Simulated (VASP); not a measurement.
## Si2Ni (Fm-3m): a series in a change of volume

How do stress and energy of Si2Ni follow a change of volume?

Main program and level: VASP 6.6.1; PBEsol, no spin polarisation; plane waves and PAW (Ni, Si), in the first sound run; inputs show where later runs differ.

### Step 1. Starting point

The structure is cubic, space group Fm-3m (No. 225). The conventional cell has a = 5.406 Å, b = 5.406 Å, c = 5.406 Å, α = 90.00°, β = 90.00°, γ = 90.00°. Nearest to Ni lie 8 Si at 2.34 Å. Nearest to Si lie 4 Ni at 2.34 Å. Farther neighbours are not listed.

### Step 2. Relax the crystal, PBEsol

The series starts from the cell that this level prefers, so that zero strain is near zero stress.

Level: PBEsol, no spin polarisation; plane waves and PAW (Ni, Si).

File INCAR:

```
SYSTEM = Si2Ni
PREC = Accurate
ENCUT = 450
EDIFF = 1E-07
NELM = 120
ISMEAR = 1
SIGMA = 0.15
LREAL = .FALSE.
ALGO = Normal
GGA = PS
NBANDS = 15
LASPH = .TRUE.
LORBIT = 11
LWAVE = .FALSE.
LCHARG = .FALSE.
KPAR = 8
IBRION = 2
NSW = 40
ISIF = 3
EDIFFG = -0.005
POTIM = 0.4
```

File POSCAR:

```
Si2Ni
1.0
    0.0000000000      2.7030000000      2.7030000000
    2.7030000000      0.0000000000      2.7030000000
    2.7030000000      2.7030000000      0.0000000000
Ni Si
1 2
Direct
    0.0000000000      0.0000000000      0.0000000000
    0.2500000000      0.2500000000      0.2500000000
    0.7500000000      0.7500000000      0.7500000000
```

File KPOINTS:

```
Automatic mesh
0
Gamma
16 16 16
0 0 0
```

PAW data sets: Ni and Si (PBE family, release 64).

Launch:

```bash
$ mpirun -np 8 vasp_std
```

Log:

```text
[banner, memory and clock lines left out]
running    8 mpi-ranks, on    1 nodes
[...]
|                                                                             |
|           W    W    AA    RRRRR   N    N  II  N    N   GGGG   !!!           |
|           W    W   A  A   R    R  NN   N  II  NN   N  G    G  !!!           |
|           W    W  A    A  R    R  N N  N  II  N N  N  G       !!!           |
|           W WW W  AAAAAA  RRRRR   N  N N  II  N  N N  G  GGG   !            |
|           WW  WW  A    A  R   R   N   NN  II  N   NN  G    G                |
|           W    W  A    A  R    R  N    N  II  N    N   GGGG   !!!           |
|                                                                             |
|     For optimal performance we recommend to set                             |
|       NCORE = 2 up to number-of-cores-per-socket                            |
|     NCORE specifies how many cores store one orbital (NPAR=cpu/NCORE).      |
|     This setting can greatly improve the performance of VASP for DFT.       |
[...]
DAV:  10    -0.189811640539E+02   -0.59244E-08   -0.30253E-08  2308   0.131E-03
   2 F= -.18981164E+02 E0= -.18981031E+02  d E =-.105453E-02
 trial-energy change:   -0.001055  1 .order   -0.001022   -0.004054    0.002010
 step:   0.6756(harm=  0.6685)  dis= 0.00000  next Energy=   -18.981489 (dE=-0.138E-02)
[...]
N       E                     dE             d eps       ncg     rms          rms(c)
DAV:   1    -0.189864508653E+02   -0.52868E-02   -0.37716E-02  4777   0.400E+00    0.681E-01
DAV:   2    -0.189977300231E+02   -0.11279E-01   -0.88467E-02  5270   0.772E+00    0.112E+00
DAV:   3    -0.189816333718E+02    0.16097E-01   -0.42283E-02  5137   0.531E+00    0.114E-01
DAV:   4    -0.189814929225E+02    0.14045E-03   -0.74816E-04  4560   0.280E-01    0.249E-02
DAV:   5    -0.189814890603E+02    0.38622E-05   -0.30760E-05  6723   0.883E-02    0.100E-02
DAV:   6    -0.189814889806E+02    0.79705E-07   -0.22596E-06  5967   0.156E-02    0.241E-03
DAV:   7    -0.189814890948E+02   -0.11417E-06   -0.12562E-07  3398   0.301E-03    0.129E-03
DAV:   8    -0.189814891833E+02   -0.88485E-07   -0.13800E-08  2399   0.170E-03
   3 F= -.18981489E+02 E0= -.18981338E+02  d E =-.137966E-02
[...]
reached required accuracy - stopping structural energy minimisation
```

Elapsed: 36 s, on 8 MPI ranks of Intel Xeon Platinum 8488C (Sapphire Rapids), shared host; peak memory 1.8 GiB.

Lines that name or quote the potential files are left out of all logs, and their timing lines are given in words.

Parts of OUTCAR (step 2):

```text
  Total        0.0013613      0.0013613      0.0013613      0.0000000      0.0000000      0.0000000
  in kB        0.0556899      0.0556899      0.0556899      0.0000000      0.0000000      0.0000000
  external PRESSURE =       0.0556899 kB  Pullay stress =       0.0000000 kB

 POSITION                                       TOTAL-FORCE (eV/Angst)
 -----------------------------------------------------------------------------------
      0.00000     -0.00000      0.00000         0.000000      0.000000     -0.000000
      1.34769      1.34769      1.34769         0.000000      0.000000     -0.000000
      4.04308      4.04308      4.04308        -0.000000     -0.000000      0.000000
 -----------------------------------------------------------------------------------
    total drift:                               -0.000000     -0.000000      0.000000

  FREE ENERGIE OF THE ION-ELECTRON SYSTEM (eV)
  ---------------------------------------------------
  free  energy   TOTEN  =       -18.9814891833 eV

  energy  without entropy=      -18.9810352346  energy(sigma->0) =      -18.98133787

 reached required accuracy - stopping structural energy minimisation

[... 3 further parts left out ...]
[key lines of the parts left out:]
E-fermi :  10.4797
```

This run gave:

- energy(sigma→0) of the program: -18.9813 eV
- stress, compression positive: xx, yy, zz 0.01, 0.01, 0.01 GPa
- volume: 39.165 Å³
- ionic steps: 3

### Step 3. Relax at fixed volume, PBEsol

One member in full: the volume is scaled by 1.015, and shape and atoms relax at that volume.

Level: PBEsol, no spin polarisation; plane waves and PAW (Ni, Si).

Changes to INCAR since step 2:

```diff
@@ -15,7 +15,7 @@
 LCHARG = .FALSE.
-KPAR = 8
+KPAR = 2
 IBRION = 2
 NSW = 40
-ISIF = 3
-EDIFFG = -0.005
+ISIF = 4
+EDIFFG = -0.004
 POTIM = 0.4
```

File POSCAR:

```
Si2Ni
1.0
    0.0000000000      2.7087962989      2.7087962989
    2.7087962989      0.0000000000      2.7087962989
    2.7087962989      2.7087962989      0.0000000000
Ni Si
1 2
Direct
    0.0000000000      0.0000000000      0.0000000000
    0.2500000000      0.2500000000      0.2500000000
    0.7500000000      0.7500000000      0.7500000000
```

KPOINTS is that of step 2.

Launch:

```bash
$ mpirun -np 2 vasp_std
```

Log:

```text
[banner, memory and clock lines left out]
running    2 mpi-ranks, on    1 nodes
[...]
[... a notice as in an earlier step ...]

 LDA part: xc-table for (Slater+PW92), standard interpolation
 POSCAR, INCAR and KPOINTS ok, starting setup
[...]
entering main loop
       N       E                     dE             d eps       ncg     rms          rms(c)
DAV:   1     0.592687158901E+02    0.59269E+02   -0.71394E+03  4398   0.109E+03
DAV:   2    -0.179970079732E+02   -0.77266E+02   -0.70994E+02  4665   0.210E+02
DAV:   3    -0.211890866119E+02   -0.31921E+01   -0.31344E+01  5787   0.474E+01
DAV:   4    -0.212412724087E+02   -0.52186E-01   -0.52128E-01  5087   0.588E+00
[...]
DAV:  13    -0.189773282817E+02    0.57629E-05   -0.19494E-05  5768   0.110E-01    0.576E-03
DAV:  14    -0.189773281189E+02    0.16274E-06   -0.18434E-06  5169   0.151E-02    0.291E-03
DAV:  15    -0.189773281411E+02   -0.22132E-07   -0.18483E-07  3698   0.993E-03
   1 F= -.18977328E+02 E0= -.18977108E+02  d E =-.189773E+02
[...]
reached required accuracy - stopping structural energy minimisation
```

It took 39 s on 2 MPI ranks; peak memory 0.38 GiB.

OUTCAR, selected parts (step 3):

```text
  Total       -0.5652560     -0.5652560     -0.5652560      0.0000000      0.0000000      0.0000000
  in kB      -22.7822548    -22.7822548    -22.7822548      0.0000000      0.0000000      0.0000000
  external PRESSURE =     -22.7822548 kB  Pullay stress =       0.0000000 kB

 POSITION                                       TOTAL-FORCE (eV/Angst)
 -----------------------------------------------------------------------------------
      0.00000      0.00000      0.00000        -0.000000     -0.000000     -0.000000
      1.35440      1.35440      1.35440        -0.000000     -0.000000     -0.000000
      4.06319      4.06319      4.06319         0.000000      0.000000      0.000000
 -----------------------------------------------------------------------------------
    total drift:                               -0.000000     -0.000000      0.000000

  FREE ENERGIE OF THE ION-ELECTRON SYSTEM (eV)
  ---------------------------------------------------
  free  energy   TOTEN  =       -18.9773281411 eV

  energy  without entropy=      -18.9766670504  energy(sigma->0) =      -18.97710778

[... 2 parts as in an earlier step ...]

[... 2 further parts left out ...]
[key lines of the parts left out:]
E-fermi :  10.2491
```

Read from the output:

```
energy(sigma→0) of the program : -18.9771 eV
stress, compression positive   : xx, yy, zz -2.28, -2.28, -2.28 GPa
ionic steps                    : 1
```

### Step 4. The table

The other members went through these steps as far as the tables show, with the same cutoff and, step by step, the same mesh; 8 runs are not shown. The session took 0.30 core hours (wall time by ranks) on a shared machine.

```csv
volume over the relaxed volume,volume (Å³/atom),pressure (GPa),"energy above the unstrained row, extrapolated to no smearing (meV/atom)"
0.940,12.272,11.269,26.278
0.955,12.467,8.080,14.409
0.970,12.663,5.171,6.266
0.985,12.859,2.484,1.545
1,13.055,0.000,0.000
1.015,13.251,-2.278,1.371
1.030,13.447,?,?
1.045,13.642,-6.280,11.886
1.060,13.838,-8.036,20.598
```

### Step 5. A fit to the known rows

Fitting a cubic to the 8 known rows (u: logarithm of the volume ratio) gives pressure = − 313.3 u³ + 365.9 u² − 158.2 u + 0.001102 in GPa; the residuals are 0.0054 GPa r.m.s.

At u = 0.02956 this predicts -4.363 GPa.

### Step 6. Prediction against calculation

The calculation gives -4.365 GPa, so the prediction is 0.002 GPa too high.

A cubic of the pressure in ln(V/V₀) through all rows has the slope −B at V₀: B = 158 GPa, and its curvature gives B′ = 4.6.

### Step 7. What came out

```
error of the predicted pressure : 0.002 GPa
bulk modulus                    : 158 GPa
```

What this shows: These are static values: temperature and zero-point motion are left out. In a metal the slopes also depend on mesh and smearing, which were held through the series.

[Lines on the potential files, build, host, timing and source positions are cut from VASP's logs without a mark.]

[Logs are printed without paths, hosts, clocks, repeated set-up lines and the standing remarks that a program may print on its own settings, such as how far it seeks lower states.]

[Hosts, paths, dates, database ids (printed as entryN), source tags and the programs' standing remarks are cut or masked in the printed files.]

[In band tables of VASP the shares of atoms and orbitals are scaled to a sum of 1 inside the atoms' spheres.]
